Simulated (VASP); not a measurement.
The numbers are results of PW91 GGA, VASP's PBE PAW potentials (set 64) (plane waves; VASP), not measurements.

VASP ran on this input.

**POSCAR**
```
NiSb
1
    1.9869988129    -3.4415830671     0.0000000000
    1.9869988129     3.4415830671     0.0000000000
    0.0000000000     0.0000000000     5.1772040690
Ni Sb
2 2
Direct
  0.0000000000   0.0000000000   0.5000000000
  0.0000000000   0.0000000000   0.0000000000
  0.3333330000   0.6666670000   0.2500000000
  0.6666670000   0.3333330000   0.7500000000
```

INCAR:
```
SYSTEM = NiSb
PREC = Accurate; ENCUT = 520; LREAL = .False.
LASPH = .True.
EDIFF = 1E-7; NELM = 100; ALGO = Normal
LMAXMIX = 4
ISMEAR = 1; SIGMA = 0.1
GGA = 91
IBRION = 2; NSW = 30; ISIF = 4
EDIFFG = -0.01
LWAVE = .False.; LCHARG = .False.
```

KPOINTS:
```
K-points
0
G
9 9 6
0 0 0
```

POTCAR, in this order: Ni Sb (PBE.64 set). Program: vasp_std.

Unless said otherwise, spin-orbit coupling is left out, though it shifts the bands of the heavy elements here.

Task: Predict the energy per atom (σ→0), band gap (on the k-mesh).

Result: 
| Quantity | Value |
|---|---|
| energy per atom (σ→0) | -5.087 eV/atom |
| band gap (on the k-mesh) | none (metal, semimetal or under 0.01 eV) |

OSZICAR:
```
...
       N       E                     dE             d eps       ncg     rms          rms(c)
DAV:   1    -0.203498605219E+02   -0.19406E-03   -0.45435E-03  1896   0.546E-01    0.835E-02
DAV:   2    -0.203497831892E+02    0.77333E-04   -0.25998E-04  2400   0.290E-01    0.608E-02
DAV:   3    -0.203497611277E+02    0.22062E-04   -0.28659E-04  2007   0.324E-01    0.488E-02
DAV:   4    -0.203497255596E+02    0.35568E-04   -0.74782E-05  2312   0.153E-01    0.525E-03
DAV:   5    -0.203497258748E+02   -0.31513E-06   -0.80866E-06  1952   0.365E-02    0.320E-03
DAV:   6    -0.203497258106E+02    0.64193E-07   -0.31134E-07  1597   0.831E-03
   2 F= -.20349726E+02 E0= -.20349349E+02  d E =-.593905E-04
```

The compound is NiSb in the NiAs type structure. This run relaxes it. Symmetry was kept, so distortions that lower it aren't found. The run is not spin-polarised, so no magnetic state was tried.
